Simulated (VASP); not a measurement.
Here is the system:

```xyz
5
Lattice="3.7695 0.0000 0.0000 0.0000 3.7695 0.0000 0.0000 0.0000 3.7695" Properties=species:S:1:pos:R:3 pbc="T T T"
K      0.0000     0.0000     0.0000
Zn     1.8848     1.8848     1.8848
F      1.8848     0.0000     1.8848
F      0.0000     1.8848     1.8848
F      1.8848     1.8848     0.0000
```

All values below come from PBEsol GGA, VASP's PBE PAW potentials (set 64) (plane waves; VASP). Numerical set-up: 620 eV cut-off, 6×6×6 Γ-centred mesh, Gaussian smearing of 0.050 eV, potentials K_sv Zn F.

Q: Estimate the energy per atom (σ→0), pressure, band gap (on the k-mesh) with the smallest direct gap where there is one.

A: 
```
Property                                     Result
-----------------------------------  --------------
band gap (on the k-mesh)                    4.23 eV
smallest direct gap (on the k-mesh)         7.42 eV
energy per atom (σ→0)                -4.062 eV/atom
pressure                                  30.04 GPa
```

The compound is KZnF3 in the cubic perovskite structure. It was relaxed first under an external pressure of 30 GPa.
